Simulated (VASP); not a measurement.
Consider the following.

```xyz
6
Lattice="0.0000 4.4050 4.4050 4.4050 0.0000 4.4050 4.4050 4.4050 0.0000" Properties=species:S:1:pos:R:3 pbc="T T T"
La     6.6075     6.6075     6.6075
La     4.4050     4.4050     4.4050
Mg     1.1013     1.1013     1.1013
Mg     1.1013     3.3038     3.3038
Mg     3.3037     3.3037     1.1013
Mg     3.3038     1.1013     3.3037
```

The numbers are results of LDA (Ceperley-Alder, Perdew-Zunger), VASP's LDA PAW potentials (set 64) (plane waves; VASP 6.6.1), not measurements. Run with 300 eV cut-off, 7×7×7 Γ-centred mesh, Gaussian smearing of 0.050 eV, potentials La Mg.

At this cut-off the stress carries a Pulay error, which pulls relaxed volumes low.

### Question
Predict the energy per atom (σ→0), pressure, band gap (on the k-mesh) with the smallest direct gap where there is one.

### Answer

| Item | Result |
|---|---|
| band gap (on the k-mesh) | none (metal, semimetal or under 0.01 eV) |
| energy per atom (σ→0) | -3163 meV/atom |
| pressure | -3.40 GPa |

The absolute energy has meaning only against runs of the same code, potentials and settings.

The structure comes from a measured LaMg2 entry of the Crystallography Open Database, whose conditions weren't checked. The cell was not relaxed at this level.
